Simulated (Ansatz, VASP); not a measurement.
# Cross-check of Zn (Zinc) between VASP and Ansatz

One calculation is typed for both programs; each brings its own data sets. How far apart do they land? Of the first pair: The structure shown is the end of the Ansatz relaxation below.

Program: Ansatz 0.2.0. Level of theory: plane waves, with VASP 6.6.1 beside it; single point at LDA and relaxation of cell and atoms at LDA. Results are calculated unless marked as measured.

**1. The structure**

It takes space group P6_3/mmc (No. 194, hexagonal). Conventional cell: a = 2.525 Å, b = 2.525 Å, c = 4.889 Å, α = 90.00°, β = 90.00°, γ = 120.00°. Zn has 6 Zn at 2.52 Å nearest.

**2. Ansatz: relaxation, LDA**

Ansatz runs on its PAW soft_1 files.

This run makes the geometry at which the two programs are then compared.

Input file input.yaml:

```yaml
crystal:
  lattice:
    - [2.5248223646, 0.0, 0.0]
    - [-1.2624111823, 2.1865603078, 0.0]
    - [0.0, 0.0, 4.8546608673]
  atoms:
    - { symbol: Zn, position: [0.3333333333, 0.6666666667, 0.25] }
    - { symbol: Zn, position: [0.6666666667, 0.3333333333, 0.75] }
kpoints:
  mp_grid: { grid: [18, 18, 10] }
hamiltonian:
  xc: lda
  pseudopotentials: { kind: paw, azcp: { folder: soft_1 }, xc_functional: pbe }
scf:
  occupations: { method: methfessel_paxton, width: 0.2 }
output:
  forces: true
  stress: true
  eigenvalues: true
relax:
  adjacent_minimum: "off"
  f_tol: 0.001
  max_steps: 60
  cell: { stress_tol: 0.01, fix: [a, b, gamma] }
```

Launch:

```console
$ ansatz run input.yaml --threads 4 --pin off --max-ram 10240MiB --backend cpu --events-out ev --progress --plain --runs-dir out
```

Numbers of over 12 decimals in the logs are rounded to 6 here.

What it wrote:

```text
Engine: ansatz 0.2.0, aarch64-unknown-linux-gnu
Pseudopotentials: kind: paw
Pseudopotential: Zn, paw, valence charge 12, recommended cutoff 420 eV (normal), soft_1/Zn.paw.azcp
Functional definition: SPW92
  exchange = slater_x
  correlation = pw_c
Crystal: 2 atoms, lattice volume = 26.801 Å³
Basis set: ecut = 420 eV, 527 PW (Γ)
Bands: 16, of which v1, the nominal top of the filled ones, is band 12 counted from 1 (11 counted from 0)
Symmetry: 24 space group operations
Space group: P63/mmc (ITA 194), of the structure as read, at distance tolerance 3.0e-5 Å
k-points: 222 of 3240
Non-local potential: Zn, projectors of the file, l = 0: 2, l = 1: 2, l = 2: 3, l = 3: 1
PAW form: soft (Blöchl's): semilocal exchange-correlation on the pseudo side does not see the compensation charge
PAW frozen core: Zn, regenerated for the run's functional, and the local potential with it (the file was generated under x = pbe(κ = 0.804, μ = 0.219515), c = pbe(β = 0.066725))
PAW one-centre angular grid: Zn, 590 points (default); XC on 64 Gauss nodes
Initial density: superposition of atomic densities (chi_scale 0.1, normalization cell)
Initial wavefunctions: pseudopotential atomic-orbital guess
Functional: x = slater, c = lda
SCF iter   1: F=—  HF=-6492.867442 eV  |F-HF|=—  |Δ(HF+E_count)|=         —  Δρ=7.63e-2  dr2=1.10e0  ethr=3.10e-3  ⟨swp⟩=5.7  Hψ=21178  notcnv=0
preconditioner: auto → none  [metal: Δε(μ)=0.127 eV  Ē_g=13.276 eV  σ=0.200 eV  W_gap=0.44  n_scr=4 (ndim 8)  ℏωp=35.1 eV  f_vac=0.000  D(μ)=0.21/eV (n_scr^D=0)  sad-step TF]
SCF iter   2: F=—  HF=-6492.588298 eV  |F-HF|=—  |Δ(HF+E_count)|=   2.79e-1  S|Δr|=    0.00e0  Δρ=2.48e-2  dr2=7.45e-2  ethr=3.10e-3  ⟨swp⟩=2.0  Hψ=8770  notcnv=0  defer=5
SCF iter   3: F=—  HF=-6492.527739 eV  |F-HF|=—  |Δ(HF+E_count)|=   6.06e-2  S|Δr|=    0.00e0  Δρ=1.10e-2  dr2=2.24e-2  ethr=3.10e-4  ⟨swp⟩=2.0  Hψ=8263  notcnv=0  defer=5
SCF iter   4: F=—  HF=-6492.525147 eV  |F-HF|=—  |Δ(HF+E_count)|=   2.59e-3  S|Δr|=    0.00e0  Δρ=5.48e-3  dr2=2.37e-3  ethr=9.34e-5  ⟨swp⟩=2.0  Hψ=5886  notcnv=0  defer=5
SCF iter   5: F=—  HF=-6492.526388 eV  |F-HF|=—  |Δ(HF+E_count)|=   1.24e-3  S|Δr|=    0.00e0  Δρ=6.99e-4  dr2=3.65e-5  ethr=9.87e-6  ⟨swp⟩=2.0  Hψ=6421  notcnv=0  defer=5
SCF iter   6: F=—  HF=-6492.526406 eV  |F-HF|=—  |Δ(HF+E_count)|=   1.83e-5  S|Δr|=    0.00e0  Δρ=6.89e-5  dr2=3.74e-7  ethr=1.52e-7  ⟨swp⟩=2.0  Hψ=6205  notcnv=0  defer=5
SCF iter   7: F=-6492.526406 eV  HF=-6492.526406 eV  |F-HF|=3.55e-10  |Δ(HF+E_count)|=   1.71e-7  S|Δr|=    0.00e0  Δρ=2.77e-6  dr2=1.02e-9  ethr=4.17e-10  ⟨swp⟩=6.9  Hψ=18922  notcnv=0
SCF 1 converged in 7 iterations: F = -6492.526406 eV  dr2 = 1.02e-9
  greatest PAW one-centre occupation: 0.981 electrons in one spin orbital (limit 2), on the Zn atom at site 1 (counted from 0), in its partial waves of l = 2
relax step   1: F+E_penalty+E_count = -6492.52640648 eV  Δ(F+E_penalty+E_count) = +0.000e0 eV  max|allowed force component| = 2.683e-16 eV/Å  Δτ_max = 0.0000 Å  P = +2.628 GPa  Ω = 26.801 Å³  fix = [a, b, gamma]  reactions: a +3.474, b +3.474 GPa  (7 SCF iters, dr2 threshold 1.00e-7 eV, accepted)
[...]
relax step   2: F+E_penalty+E_count = -6492.52682804 eV  Δ(F+E_penalty+E_count) = -4.216e-4 eV  max|allowed force component| = 2.405e-16 eV/Å  Δτ_max = 0.0000 Å  P = +2.310 GPa  Ω = 26.913 Å³  energy of the carried Pulay correction = -3.524e-5 eV  fix = [a, b, gamma]  reactions: a +3.276, b +3.276 GPa  (4 SCF iters, dr2 threshold 2.00e-7 eV, accepted)
[...]
relax step   3: F+E_penalty+E_count = -6492.52689420 eV  Δ(F+E_penalty+E_count) = -6.616e-5 eV  max|allowed force component| = 3.331e-16 eV/Å  Δτ_max = 0.0000 Å  P = +2.102 GPa  Ω = 26.988 Å³  energy of the carried Pulay correction = -5.894e-5 eV  fix = [a, b, gamma]  reactions: a +3.150, b +3.150 GPa  (4 SCF iters, dr2 threshold 2.00e-7 eV, accepted)
[...]
relax step   4: F+E_penalty+E_count = -6492.52695146 eV  Δ(F+E_penalty+E_count) = -5.726e-5 eV  max|allowed force component| = 3.701e-16 eV/Å  Δτ_max = 0.0000 Å  P = +2.102 GPa  Ω = 26.988 Å³  fix = [a, b, gamma]  reactions: a +3.150, b +3.150 GPa  stress off target by 3.75e-3 GPa on what of the cell is left free  SCF on the basis re-selected at this cell (its energy is not comparable with the rows above)  (6 SCF iters)
basis re-selected at this cell: Δ(F+E_penalty+E_count) = -5.726e-5 eV, ΔP = -0.000 GPa vs the last step (what re-selecting the basis moved, of the pressure what is left beyond the Pulay correction that the steps carried, after the strain that the cell walked since its last selection, with what the two solves' SCF thresholds leave and, on support functions, any second-order correction that the steps lacked; it is no m [...]
SCF converged after 6 iterations
Stability not checked: this state was not tested for a lower state beside it, because cold or Methfessel-Paxton smearing, or corrected tetrahedra, fill the levels in a way that the test cannot read (fill_not_monotonic; see scf.lower_state_search)
Free energy (F): -6492.526951 eV
Harris-Foulkes:  -6492.526951 eV  (|F-HF|=9.09e-13)
Internal energy: -6492.527218 eV  (E = F + TS)
E sigma→0 (E₀):  -6492.527018 eV
Entropy (-TS):   0.000267 eV (0.133 meV/atom)
Fermi energy:    12.400701 eV
--- Per-component energies (eV) ---
  E_band       = 121.975846
  E_kinetic    = 299.990936
  E_local      = -3379.433666  (includes V_loc(G=0)·N_el)
  E_nonlocal   = 1636.622896
  E_hartree    = 1254.504184
  E_xc         = -158.282913
  E_vxc        = -106.805830  (∫ρ·V_xc dr)
  E_paw        = -3645.750765  (= ΣΔE_a)
  E_vpaw       = -837.406439  (= ΣTr[D̂ρ^β])
  E_aug_tail   = -0.000439  (compensation charges beyond the density's cutoff)
  E_ewald      = -2503.291738
  E_core_change = 3.114287  (= ΣΔE_core)
  E_smearing   = 0.000267  (= −TS)
  E_closure    = -0.000000  (closes the sum)
  Σ components = -6492.526951   (vs F -6492.526951, Δ=0.00e0)
--- Forces (eV/Å), atoms counted from 1 ---
  atom   1  Zn     0.00000000    -0.00000000     0.00000000
  atom   2  Zn    -0.00000000     0.00000000    -0.00000000
  max |Σ_I F_I| component: 0.00e0 eV/Å
--- Stress (GPa, compression-positive) ---
        3.150389      -0.000000       0.000000
       -0.000000       3.150389       0.000000
        0.000000       0.000000       0.003751
  P = ⅓ Tr σ = 2.1015 GPa (21.015 kbar)
--- Band table (eV; the first three rows and the last of 222) ---
  k-point 0: bands = [... 8 lower, 4.9361, 5.1484, 5.1484, 8.0462, 8.9983, 25.5227, 29.6542, 32.2348]
  k-point 1: bands = [... 8 lower, 4.9428, 5.1444, 5.1444, 7.2090, 9.9762, 24.4690, 30.7728, 32.2978]
  k-point 2: bands = [... 8 lower, 4.9616, 5.1326, 5.1326, 6.1817, 11.4332, 22.5464, 32.4838, 32.4838]
  k-point 221: bands = [... 8 lower, 5.1111, 5.1111, 13.6366, 13.6366, 14.4950, 14.4950, 15.3168, 15.3168]
--- Relaxed structure (3 steps of the walk, 3 accepted, 1 SCFs on fresh bases) ---
  F+E_penalty+E_count = -6492.52695146 eV   max|allowed force component| = 3.701e-16 eV/Å   (the final SCF, on the basis selected at the relaxed cell)
  cell:  # Å, volume = 26.9883 Å³
    - [2.524822, 0, 0]
    - [-1.262411, 2.186560, 2.826873268462409e-19]
    - [0, 6.276301176925006e-19, 4.888580]
  atoms:
    - { symbol: Zn, position: [0.333333, 0.666667, 0.25] }
    - { symbol: Zn, position: [0.666667, 0.333333, 0.75] }
```

Reading the cycles: dr2 is the Hartree energy of the density residual (eV), the measure of convergence; HF is the Harris–Foulkes estimate of the energy, which meets the free energy F at convergence.

**3. VASP: single point, LDA, pair 1**

The same cell, functional (in two slightly different forms), mesh and smearing now go to VASP, with its own data sets.

Lines of VASP's logs that name or quote its potential files are left out, and so is its time.

Input file INCAR:

```
SYSTEM = Zn
PREC = Accurate
ENCUT = 500
EDIFF = 1E-06
NELM = 120
ISMEAR = 1
SIGMA = 0.2
LREAL = .FALSE.
ALGO = Normal
GGA = CA
NBANDS = 18
LORBIT = 11
LWAVE = .FALSE.
LCHARG = .FALSE.
ISIF = 2
LASPH = .TRUE.
GGA_COMPAT = .FALSE.
KPAR = 2
```

Input file POSCAR:

```
Zn
1.0
    2.5248223646      0.0000000000      0.0000000000
   -1.2624111823      2.1865603078      0.0000000000
    0.0000000000      0.0000000000      4.8885800045
Zn
2
Direct
    0.3333333333      0.6666666667      0.2500000000
    0.6666666667      0.3333333333      0.7500000000
```

Input file KPOINTS:

```
Automatic mesh
0
Gamma
18 18 10
0 0 0
```

Potentials, in the order of the species: Zn (LDA family, release 64).

Launch:

```console
$ mpirun -np 2 vasp_std
```

What it wrote:

```text
[banner, memory and clock lines left out]
running    2 mpi-ranks, on    1 nodes
 distrk:  each k-point on    1 cores,    2 groups
 distr:  one band on    1 cores,    1 groups

 POSCAR found type information on POSCAR Zn
 POSCAR found :  1 types and       2 ions
 LDA part: xc-table for (Slater(with rela. corr.)+CA(PZ))
 , standard interpolation
 POSCAR, INCAR and KPOINTS ok, starting setup
 FFT: planning ... GRIDC
 FFT: planning ... GRID_SOFT
 FFT: planning ... GRID
 WAVECAR not read
 entering main loop
       N       E                     dE             d eps       ncg     rms          rms(c)
DAV:   1     0.105270919679E+03    0.10527E+03   -0.12278E+04  8328   0.214E+03
DAV:   2     0.143592638043E+00   -0.10513E+03   -0.10197E+03  8034   0.297E+02
DAV:   3    -0.406680761409E+01   -0.42104E+01   -0.41966E+01  9020   0.686E+01
DAV:   4    -0.408791233346E+01   -0.21105E-01   -0.21100E-01  8812   0.491E+00
DAV:   5    -0.408794014601E+01   -0.27813E-04   -0.27813E-04  8664   0.159E-01    0.536E+00
DAV:   6    -0.378496151319E+01    0.30298E+00   -0.11505E+00  8652   0.242E+01    0.369E+00
DAV:   7    -0.376097751052E+01    0.23984E-01   -0.48298E-02 10218   0.395E+00    0.184E+00
DAV:   8    -0.375051013439E+01    0.10467E-01   -0.34214E-03 10882   0.850E-01    0.577E-02
DAV:   9    -0.375047648511E+01    0.33649E-04   -0.33139E-04 10214   0.221E-01    0.306E-02
DAV:  10    -0.375047903769E+01   -0.25526E-05   -0.22761E-05  8466   0.444E-02    0.288E-03
DAV:  11    -0.375047899032E+01    0.47366E-07   -0.66664E-07  5484   0.966E-03
   1 F= -.37504790E+01 E0= -.37505740E+01  d E =0.285014E-03
```

Parts of OUTCAR (step 3):

```text
ion  position               nearest neighbor table
   1  0.333  0.667  0.250-   2 2.85   2 2.85   2 2.85   2 2.85   2 2.85   2 2.85
   2  0.667  0.333  0.750-   1 2.85   1 2.85   1 2.85   1 2.85   1 2.85   1 2.85

  LATTYP: Found a hexagonal cell.
 ALAT       =     2.5248223646
 C/A-ratio  =     1.9362075024

 Subroutine GETGRP returns: Found 24 space group operations
 (whereof 12 operations were pure point group operations)

The static configuration has the point symmetry D_3d.
 The point group associated with its full space group is D_6h.

 Found    222 irreducible k-points:

   k-points           NKPTS =    222   k-points in BZ     NKDIM =    222   number of bands    NBANDS=     18

   dimension x,y,z NGX =    18 NGY =   18 NGZ =   36
   dimension x,y,z NGXF=    36 NGYF=   36 NGZF=   72

   ENCUT  =  500.0 eV  36.75 Ry    6.06 a.u.   4.60  4.60  8.91*2*pi/ulx,y,z

   NELECT =      24.0000    total number of electrons

 k-points in reciprocal lattice and weights: Automatic mesh
   0.00000000  0.00000000  0.00000000       0.000
   0.05555556 -0.00000000  0.00000000       0.002
   0.11111111 -0.00000000  0.00000000       0.002
   0.16666667 -0.00000000  0.00000000       0.002
   0.22222222 -0.00000000  0.00000000       0.002
   0.27777778 -0.00000000  0.00000000       0.002
   0.33333333 -0.00000000  0.00000000       0.002
   0.38888889 -0.00000000  0.00000000       0.002
   0.44444444 -0.00000000  0.00000000       0.002
[...]
0.33333333  0.27777778  0.50000000       0.004
   0.33333333  0.33333333  0.50000000       0.001

 average (electrostatic) potential at core
       1 -37.4511       2 -37.4511

 E-fermi :   3.7180

 k-point     1 :       0.0000    0.0000    0.0000
  band No.  band energies     occupation
    ...
      9      -3.7927      2.00000
     10      -3.5815      2.00000
     11      -3.5815      2.00000
     12      -0.6380      2.00000
     13       0.3070      2.00000
     14      16.9488      0.00000
     15      21.1640      0.00000
     16      23.6813      0.00000
     17      23.6813      0.00000
     18      24.7407      0.00000

 k-point     2 :       0.0556   -0.0000    0.0000
  band No.  band energies     occupation
    ...
      9      -3.8032      2.00000
     10      -3.6639      2.00000
     11      -3.5811      2.00000
     12      -0.4517      2.00000
     13       0.3522      2.00000
     14      17.0681      0.00000
     15      21.0679      0.00000
     16      21.7200      0.00000
     17      22.5897      0.00000
     18      23.8814      0.00000

 k-point     3 :       0.1111   -0.0000    0.0000
  band No.  band energies     occupation
    ...
      9      -3.8321      2.00000
     10      -3.8167      2.00000
     11      -3.5812      2.00000
     12       0.0532      2.00000
     13       0.4959      2.00000
     14      17.4170      0.00000
     15      18.6087      0.00000
     16      21.0738      0.00000
     17      21.2332      0.00000
     18      22.9408      0.00000

  Total        0.6941110      0.6941110      0.0682539      0.0000000     -0.0000000      0.0000000
  in kB       41.2063804     41.2063804      4.0519421      0.0000000     -0.0000000      0.0000000
  external PRESSURE =      28.8215676 kB  Pullay stress =       0.0000000 kB

  energy-cutoff  :      500.00
  volume of cell :       26.99
      direct lattice vectors                 reciprocal lattice vectors
     2.524822365  0.000000000  0.000000000     0.396067468  0.228669659  0.000000000
    -1.262411182  2.186560308  0.000000000     0.000000000  0.457339318  0.000000000
     0.000000000  0.000000000  4.888580004     0.000000000  0.000000000  0.204558379

 POSITION                                       TOTAL-FORCE (eV/Angst)
 -----------------------------------------------------------------------------------
     -0.00000      1.45771      1.22215         0.000000      0.000000      0.000000
      1.26241      0.72885      3.66644        -0.000000     -0.000000      0.000000
 -----------------------------------------------------------------------------------
    total drift:                               -0.000000      0.000000      0.000000

  FREE ENERGIE OF THE ION-ELECTRON SYSTEM (eV)
  ---------------------------------------------------
  free  energy   TOTEN  =        -3.7504789903 eV

  energy  without entropy=       -3.7507640044  energy(sigma->0) =       -3.75057400

 total charge
# of ion       s       p       d       tot
------------------------------------------
    1        0.627   0.550   9.729  10.906
    2        0.627   0.550   9.729  10.906
--------------------------------------------------
tot          1.254   1.101  19.458  21.813

[... 3 further parts left out ...]
```

The run ends at a pressure of 2.88 GPa.

**4. Differences**

Known differences besides the potentials themselves: the two LDA forms differ slightly; the cutoff is 420 eV in Ansatz and 500 eV in VASP; VASP's log shows a relativistic correction to its local exchange, Ansatz's none; Ansatz's pressure holds a Pulay correction, VASP's none. Total energies have different zeros and are not compared.

Compared:

```
      quantity  Ansatz  VASP  difference
pressure (GPa)    2.10  2.88       -0.78
```

**5. VASP: relaxation of cell and atoms, LDA**

The relaxed volume is the usual yardstick between codes: in a stiff, nearly cubic crystal its relative difference is about their pressure difference at one cell divided by the bulk modulus.

Edit INCAR of step 3 so:

```diff
@@ -3,3 +3,3 @@
 ENCUT = 500
-EDIFF = 1E-06
+EDIFF = 1E-07
 NELM = 120
@@ -14,5 +14,9 @@
 LCHARG = .FALSE.
-ISIF = 2
+ISIF = 3
+IBRION = 2
+NSW = 80
+EDIFFG = -0.005
 LASPH = .TRUE.
 GGA_COMPAT = .FALSE.
+NELMIN = 4
 KPAR = 2
```

Input file POSCAR:

```
Zn
1.0
    2.5507970000      0.0000000000      0.0000000000
   -1.2753990000      2.2090550000      0.0000000000
    0.0000000000      0.0000000000      4.8513050000
Zn
2
Direct
    0.3333333886      0.6666665158      0.2499999485
    0.6666670035      0.3333334842      0.7500000515
```

KPOINTS is that of step 3.

Launch:

```console
$ mpirun -np 2 vasp_std
```

What it wrote:

```text
[... set-up lines as in an earlier step ...]
 entering main loop
       N       E                     dE             d eps       ncg     rms          rms(c)
DAV:   1     0.105320176137E+03    0.10532E+03   -0.12300E+04  8344   0.213E+03
DAV:   2     0.150399068587E+00   -0.10517E+03   -0.10232E+03  8054   0.297E+02
DAV:   3    -0.406222874927E+01   -0.42126E+01   -0.41984E+01  9094   0.682E+01
DAV:   4    -0.408407714498E+01   -0.21848E-01   -0.21843E-01  8752   0.497E+00
[...]
DAV:   9    -0.375846695997E+01    0.33560E-04   -0.30215E-04 10334   0.211E-01    0.303E-02
DAV:  10    -0.375847004577E+01   -0.30858E-05   -0.20076E-05  8502   0.409E-02    0.263E-03
DAV:  11    -0.375847002229E+01    0.23479E-07   -0.67122E-07  8736   0.104E-02
   1 F= -.37584700E+01 E0= -.37586326E+01  d E =-.375847E+01
[... from here on, the cycles between the ionic steps are left out ...]
   2 F= -.37588427E+01 E0= -.37590323E+01  d E =-.372707E-03
   3 F= -.37589184E+01 E0= -.37590996E+01  d E =-.448348E-03
   4 F= -.37589182E+01 E0= -.37590998E+01  d E =-.448145E-03
   5 F= -.37589216E+01 E0= -.37590945E+01  d E =-.341915E-05
   6 F= -.37589221E+01 E0= -.37590931E+01  d E =-.390460E-05
[...]
reached required accuracy - stopping structural energy minimisation
```

From OUTCAR (step 5):

```text
  Total       -0.0033257     -0.0033257      0.0059034      0.0000000     -0.0000000      0.0000000
  in kB       -0.1935654     -0.1935654      0.3435961      0.0000000     -0.0000000      0.0000000
  external PRESSURE =      -0.0145115 kB  Pullay stress =       0.0000000 kB

 POSITION                                       TOTAL-FORCE (eV/Angst)
 -----------------------------------------------------------------------------------
     -0.00000      1.47645      1.21510         0.000000      0.000000      0.000000
      1.27864      0.73823      3.64531        -0.000000     -0.000000     -0.000000
 -----------------------------------------------------------------------------------
    total drift:                               -0.000075      0.000012     -0.000033

  FREE ENERGIE OF THE ION-ELECTRON SYSTEM (eV)
  ---------------------------------------------------
  free  energy   TOTEN  =        -3.7589220722 eV

  energy  without entropy=       -3.7594351150  energy(sigma->0) =       -3.75909309

 reached required accuracy - stopping structural energy minimisation

[... 1 part as in an earlier step ...]

[... 2 further parts left out ...]
[key lines of the parts left out:]
E-fermi :   3.6184
```

The run keeps the 24 symmetry operations of its start, so it cannot find a distortion of lower symmetry.

(Continued in part 2 of 2.)

[Lines on the potential files, build, host, timing and source positions are cut from VASP's logs without a mark.]

[Logs are printed without paths, hosts, clocks, repeated set-up lines and the standing remarks that a program may print on its own settings, such as how far it seeks lower states.]

[Hosts, paths, dates, database ids (printed as entryN), source tags and the programs' standing remarks are cut or masked in the printed files.]
